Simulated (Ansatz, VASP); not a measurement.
## Ta4O: VASP beside Ansatz

Contents of INCAR:

```
SYSTEM = Ta4O
PREC = Accurate
ENCUT = 520
EDIFF = 1E-7
ISMEAR = 0
SIGMA = 0.1
LREAL = .FALSE.
LASPH = .TRUE.
NELM = 150
ALGO = Normal
ISIF = 2
LWAVE = .FALSE.
LCHARG = .TRUE.
ISPIN = 2
MAGMOM = 1 1 1 1 0
LORBIT = 11
LMAXMIX = 4
GGA = PE
LELF = .TRUE.
LVHAR = .TRUE.
NBANDS = 37
```

Contents of KPOINTS:

```
Automatic mesh
0
G
  4 4 4
  0 0 0
```

Contents of POSCAR:

```
Ta4O
1.0
    4.3959182816      0.0000000000      0.0000000000
    0.0000000000      4.3959182816      0.0000000000
    0.0000000000      0.0000000000      4.3959182816
Ta O
4 1
Direct
    0.2637668389      0.7362331611      0.7362331611
    0.7362331611      0.2637668389      0.7362331611
    0.7362331611      0.7362331611      0.2637668389
    0.2637668389      0.2637668389      0.2637668389
    0.0000000000      0.0000000000      0.0000000000
```

Input for Ansatz:

```yaml
crystal:
  lattice:
    - [4.3959182816, 0.0, 0.0]
    - [0.0, 4.3959182816, 0.0]
    - [0.0, 0.0, 4.3959182816]
  atoms:
    - { symbol: Ta, position: [0.2637668389, 0.7362331611, 0.7362331611], spin: 1.0 }
    - { symbol: Ta, position: [0.7362331611, 0.2637668389, 0.7362331611], spin: 1.0 }
    - { symbol: Ta, position: [0.7362331611, 0.7362331611, 0.2637668389], spin: 1.0 }
    - { symbol: Ta, position: [0.2637668389, 0.2637668389, 0.2637668389], spin: 1.0 }
    - { symbol: O, position: [0.0, 0.0, 0.0] }
basis:
  ecutwfc: 420
kpoints:
  mp_grid: { grid: [4, 4, 4] }
hamiltonian:
  xc: pbe
scf:
  occupations: { method: gaussian, width: 0.1 }
  lower_state_search: "off"
output:
  forces: true
  stress: true
  eigenvalues: true
  populations: true
magnetization:
  spin_polarized: true
```

Change from the starting cell: species swapped into the SnI4 type (P-43m, No. 215).

Alike in both runs: task single point; functional PBE; k mesh 4 × 4 × 4; occupations gaussian, width 0.1 eV; collinear spin.

```csv
,VASP,Ansatz
version,VASP 6.6.1,Ansatz 0.2.0
potentials or method,"VASP PAW PBE potentials, release 64 (Ta_pv, O)","scalar-relativistic, plane waves, PAW"
plane-wave cutoff (eV),520,420
valence electrons in the cell,50,58
```

|  | VASP | Ansatz | Ansatz less VASP |
| --- | --- | --- | --- |
| gap on the k mesh at the Fermi level (eV) | none | none | - |
| pressure (GPa) | 0.1 | -0.1 | -0.22 |
| rms of the force components (eV/Å) | 0.030 | 0.002 | -0.0280 |
| net moment per atom (μB) | 0.00 | 0.00 | 0.000 |

Atom by atom the forces differ by 0.032 eV/Å (rms over components). A gap of «none» marks a metal or a gap that the smearing closes. With one functional, cell and mesh, what is left measures potentials, basis and numerics. The two sets of potentials don't hold the same shells in valence. Ansatz warned: «seeded_moment_not_kept».

Spin-orbit coupling is left out, which matters for the levels of Ta.
